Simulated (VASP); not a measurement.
Data:

```
CaSn
1.0
    2.37211    -5.71137     0.00000
    2.37211     5.71137     0.00000
    0.00000     0.00000     4.34303
Ca Sn
2 2
Cartesian
  2.37211   4.18383   1.08576
  2.37211  -4.18383   3.25727
  2.37211   0.97203   1.08576
  2.37211  -0.97203   3.25727
```

Calculation: PBEsol GGA, VASP's PBE PAW potentials (set 64) (plane waves; VASP). Run with 400 eV cut-off, 8×8×8 Γ-centred mesh, tetrahedra with Blöchl corrections, potentials Ca_sv Sn_d.

Unless said otherwise, spin-orbit coupling is left out, though it shifts the bands of the heavy elements here.

Problem. Estimate the energy per atom (σ→0), band gap (on the k-mesh) with the smallest direct gap where there is one.

Solution. 
The band gap (on the k-mesh) comes out as none (metal, semimetal or under 0.01 eV). The energy per atom (σ→0) is -3.889 eV/atom.

The absolute energy has meaning only against runs of the same code, potentials and settings.

The structure comes from a computed database's CaSn entry (Cmcm); how it stands against other phases isn't given here. It was relaxed first.
